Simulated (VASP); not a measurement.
A convergence study with VASP on Ni₃Al (space group no. 221 when undisturbed): a few settings are varied, all else stays as given below, so the limit is that of these other settings. One atom is moved off its site, so that forces are finite.

```xyz
4
Lattice="3.5878 0.0000 0.0000 0.0000 3.5878 0.0000 0.0000 0.0000 3.5878" Properties=species:S:1:pos:R:3 pbc="T T T"
Al     0.0000     0.0000     0.0500
Ni     0.0000     1.7939     1.7939
Ni     1.7939     0.0000     1.7939
Ni     1.7939     1.7939     0.0000
```
Starting moments (μB, in the order of the record's atoms Al Ni Ni Ni): 0.0 0.5 0.5 0.5.

These are PBE GGA, VASP's PBE PAW potentials (set 64) (plane waves; VASP) values and carry that method's errors. The last row used: 300 eV cut-off, 13×13×13 Γ-centred mesh shifted by (0.5, 0.5, 0.5), Gaussian smearing of 0.10 eV, potentials Al Ni.

```csv
setting,E (eV/atom),pressure (GPa),largest force (eV/Å),moment (μB),irreducible k-points
2×2×2 mesh,-5.2796,-0.68,0.331,0.952,1
3×3×3 mesh,[?],[?],0.357,[?],6
4×4×4 mesh,-5.4749,-3.12,0.350,0.606,6
5×5×5 mesh,-5.4817,-2.99,0.357,0.739,18
6×6×6 mesh,-5.4759,-3.12,0.358,0.679,18
7×7×7 mesh,-5.4751,-2.92,0.357,0.756,40
8×8×8 mesh,-5.4763,-2.89,0.357,0.773,40
9×9×9 mesh,[?],-2.96,0.355,0.721,75
10×10×10 mesh,-5.4764,-2.96,0.355,0.721,75
11×11×11 mesh,-5.4763,-2.94,0.356,0.723,126
12×12×12 mesh,-5.4762,-2.92,0.356,0.733,126
13×13×13 mesh,-5.4764,-2.91,0.356,0.722,196
```

Fill in the missing entries.

- 3×3×3 mesh, E (eV/atom): -5.5201
- 3×3×3 mesh, pressure (GPa): -4.19
- 3×3×3 mesh, moment (μB): 0.552
- 9×9×9 mesh, E (eV/atom): -5.4757

Left out are rungs that failed or repeat a setting and relaxations that didn't move; long series are thinned to 24 rows.

The structure is a typed Ni3Al crystal (space group no. 221). The cell was not relaxed at this level, it is distorted from the ideal structure. The spin order is the one that the start imposed; others were not tried in this run.
